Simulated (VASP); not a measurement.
VASP input:

File POSCAR:
```
ZrS2
3.7179580
  1.0000000000   0.0000000000   0.0000000000
 -0.5000000000   0.8660253828   0.0000000000
  0.0000000000   0.0000000000   1.6365370453
Zr S
1 2
Cart
  0.0000000000   0.0000000000   0.0000000000
  0.5000005000   0.2886748389   1.2471885169
 -0.0000005000   0.5773505438   0.3893485285
```

INCAR:
```
ALGO = Normal
EDIFF = 1E-6
ENCUT = 300
GGA = PE
ISIF = 2
ISMEAR = 0
LASPH = .TRUE.
LCHARG = .FALSE.
LMAXMIX = 4
LREAL = .FALSE.
LWAVE = .FALSE.
NELM = 100
PREC = Accurate
SIGMA = 0.01
SYSTEM = ZrS2
```

File KPOINTS:
```
Automatic mesh
0
Gamma
5 5 3
0 0 0
```

POTCAR, in this order: Zr_sv S (PBE.64 set). Program: vasp_std.

Problem. Write an equivalent input for Quantum ESPRESSO's pw.x.

Solution. One equivalent input (not run):
```
&CONTROL
  calculation = 'scf'
  pseudo_dir = './pseudo'
  outdir = './out'
  tprnfor = .true.
  tstress = .true.
/
&SYSTEM
  ibrav = 0
  nat = 3
  ntyp = 2
  ecutwfc = 66
  occupations = 'smearing'
  smearing = 'gaussian'
  degauss = 0.000735
  input_dft = 'pbe'
/
&ELECTRONS
  conv_thr = 7.3e-08
  electron_maxstep = 100
/
ATOMIC_SPECIES
  Zr 91.224 Zr.upf
  S 32.060 S.upf
CELL_PARAMETERS angstrom
     3.7179580    0.0000000    0.0000000
    -1.8589790    3.2198460    0.0000000
     0.0000000    0.0000000    6.0845760
ATOMIC_POSITIONS crystal
  Zr   0.0000000  0.0000000  0.0000000
  S    0.6666670  0.3333330  0.7620900
  S    0.3333330  0.6666670  0.2379100
K_POINTS automatic
  5 5 3 0 0 0
```
What does not carry over: the potentials are each code's own (VASP's PAW set, PseudoDojo norm-conserving files in pw.x), so ENCUT and ecutwfc are chosen apart and not converted; conv_thr bounds pw.x's estimated SCF error, while EDIFF bounds the energy change between steps.

The structure comes from a computed database's ZrS2 entry; how it stands against other phases isn't given here. The cell was not relaxed at this level.
